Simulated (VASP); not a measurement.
Input:

```yaml
crystal:
  lattice:
    - [0.00000, 2.85860, 2.85860]
    - [2.85860, 0.00000, 2.85860]
    - [2.85860, 2.85860, 0.00000]
  atoms:
    - { symbol: Ca, position: [0.00000, 0.00000, 0.00000] }
    - { symbol: S, position: [0.50000, 0.50000, 0.50000] }
```

The numbers are results of PBE GGA, VASP's PBE PAW potentials (set 64) (plane waves; VASP), not measurements. Run with 400 eV cut-off, Gaussian smearing of 0.050 eV, potentials Ca_sv S.

Problem. Predict the band gap (along the path) with the smallest direct gap where there is one.

Solution. 
```
Property                               Result
------------------------------------  -------
band gap (along the path)             2.38 eV
smallest direct gap (along the path)  3.18 eV
```

Only differences to runs with the same potentials and settings are physical.

The compound is CaS in the rock salt structure. It was relaxed first.
